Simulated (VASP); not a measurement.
Here is the system:

```xyz
3
Lattice="1.9431 -3.3655 0.0000 1.9431 3.3655 0.0000 0.0000 0.0000 6.2628" Properties=species:S:1:pos:R:3 pbc="T T T"
Sn     0.0000     0.0000     0.0000
Se     1.9431     1.1219     1.5657
Se     1.9431    -1.1219     4.6971
```

Calculation: PBE GGA, VASP's PBE PAW potentials (set 64) (plane waves; VASP 6.6.1). Settings: 400 eV cut-off, 6×6×3 Γ-centred mesh, Gaussian smearing of 0.050 eV, potentials Sn_d Se.

### Question
Predict the energy per atom (σ→0), pressure, largest force.

### Answer

| Quantity | Result |
|---|---|
| energy per atom (σ→0) | -3.945 eV/atom |
| pressure | 1.11 GPa |
| largest force | 0.160 eV/Å |

The absolute energy has meaning only against runs of the same code, potentials and settings.

The compound is SnSe2 in the 1T layered structure. The cell was not relaxed at this level.
